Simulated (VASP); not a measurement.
Crystal: SiCl4, in a box.

```
CELL_PARAMETERS angstrom
13.63929 0.00000 0.00000
0.00000 14.13929 0.00000
0.00000 0.00000 14.63929
ATOMIC_POSITIONS crystal
Si 0.50270 0.50450 0.50070
Cl 0.46610 0.59200 0.60580
Cl 0.53640 0.37420 0.55080
Cl 0.38750 0.49370 0.41300
Cl 0.62080 0.55820 0.43340
```

Base run:

- Program: VASP 6.6.1
- Functional: rev-vdW-DF2
- Potentials or basis: VASP PAW PBE potentials, release 64 (Si, Cl)
- Cutoff: 400 eV
- k mesh: 1 × 1 × 1
- Occupations: gaussian, width 0.005 eV
- Spin: no spin polarisation

Its results: gap between the frontier levels 6.12 eV; largest force 0.050 eV/Å.

Q: The run is repeated on the same cell with these changes: functional from rev-vdW-DF2 to PBE; dispersion from none to D3(BJ). What comes out?

A: Gap between the frontier levels 6.17 eV; largest force 0.057 eV/Å.

Several settings changed at once, so the effect can't be laid on one alone.

Caveats: the PAW data sets were made with another functional, which shifts forces and pressure a little (some runs).

A k mesh can miss the band edges.

Not every run made on this cell is shown here.
